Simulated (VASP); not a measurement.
Data:

```
GeS2
1.0
   -2.51283     2.51283     4.87660
    2.51283    -2.51283     4.87660
    2.51283     2.51283    -4.87660
Ge S
2 4
Direct
  0.50000   0.50000   0.00000
  0.25000   0.75000   0.50000
  0.27226   0.27226   0.00000
  0.02226   0.52226   0.50000
  0.47774   0.97774   0.50000
  0.72774   0.72774   0.00000
```

The numbers are results of PBEsol GGA, VASP's PBE PAW potentials (set 64) (plane waves; VASP), not measurements. Settings: 400 eV cut-off, Gaussian smearing of 0.050 eV, potentials Ge_d S.

Give the energies of bands 17 to 30 at the high-symmetry points, in eV from the valence-band maximum.

| band | Γ | X | P | N | M | S | R |
|---|---|---|---|---|---|---|---|
| 17 | -5.61 | -4.13 | -4.51 | -5.77 | -6.18 | -5.86 | -4.11 |
| 18 | -5.32 | -4.13 | -4.51 | -4.49 | -6.18 | -4.43 | -4.11 |
| 19 | -4.96 | -3.15 | -2.29 | -3.91 | -3.66 | -3.39 | -3.28 |
| 20 | -4.36 | -3.15 | -2.29 | -3.62 | -3.66 | -3.28 | -3.28 |
| 21 | -4.36 | -1.69 | -1.71 | -1.96 | -3.00 | -3.23 | -1.94 |
| 22 | -1.88 | -1.69 | -1.71 | -1.44 | -3.00 | -1.64 | -1.94 |
| 23 | -1.06 | -0.88 | -1.50 | -1.28 | -1.15 | -1.42 | -0.81 |
| 24 | -1.06 | -0.88 | -1.50 | -1.13 | -1.15 | -0.81 | -0.81 |
| 25 | -0.04 | -0.15 | 0.00 | -1.08 | -0.55 | -0.69 | -0.14 |
| 26 | -0.04 | -0.15 | 0.00 | -0.94 | -0.55 | -0.59 | -0.14 |
| 27 | 0.98 | 1.66 | 1.82 | 1.44 | 0.41 | 0.92 | 1.89 |
| 28 | 1.39 | 1.66 | 1.82 | 1.85 | 0.41 | 1.88 | 1.89 |
| 29 | 4.93 | 2.79 | 2.53 | 3.16 | 5.40 | 2.48 | 2.39 |
| 30 | 6.43 | 2.79 | 2.53 | 3.49 | 5.40 | 4.62 | 2.39 |

The gap is indirect, 0.41 eV, from the valence maximum at P-N at 0.11 to the conduction minimum at M.

The structure was generated: GeS2 was put into the anatase type (I4_1/amd), which need not be its known phase. It was relaxed first.
